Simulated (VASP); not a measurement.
Here is the system:

```
CELL_PARAMETERS angstrom
      2.18500    -3.78453     0.00000
      2.18500     3.78453     0.00000
      0.00000     0.00000     4.95000
ATOMIC_POSITIONS crystal
  Se 0.00000 0.22500 0.66667
  Se 0.77500 0.77500 0.00000
  Se 0.22500 0.00000 0.33333
```

Level of theory: PBE GGA, VASP's PBE PAW potentials (set 64) (plane waves; VASP 6.6.1). Settings: 480 eV cut-off, 6×6×5 Γ-centred mesh, Gaussian smearing of 0.050 eV, potentials Se.

Energy and stress use the plane-wave basis of the starting cell. Without a dispersion term in the relaxation, distances and binding between the weakly bound layers, chains or molecules are unreliable, and so is what depends on them.

### Question
The ions, cell shape and volume are relaxed. Give the cell that the relaxation ends in.

### Answer

```
CELL_PARAMETERS angstrom
      2.26035    -3.91504     0.00000
      2.26035     3.91504     0.00000
      0.00000     0.00000     5.04683
ATOMIC_POSITIONS crystal
  Se 0.00000 0.21916 0.66667
  Se 0.78084 0.78084 0.00000
  Se 0.21916 0.00000 0.33333
```
Space group P3_121 (152), at a tolerance of 0.03 Å.

### Question
How do energy and volume change from the first to the last step?

### Answer
The energy (σ→0) changes by -14.1 meV/atom and the volume by +9.1 %, in 15 ionic steps.

The compound is Se in the trig structure. This run relaxes it. Symmetry was kept, so distortions that lower it aren't found.
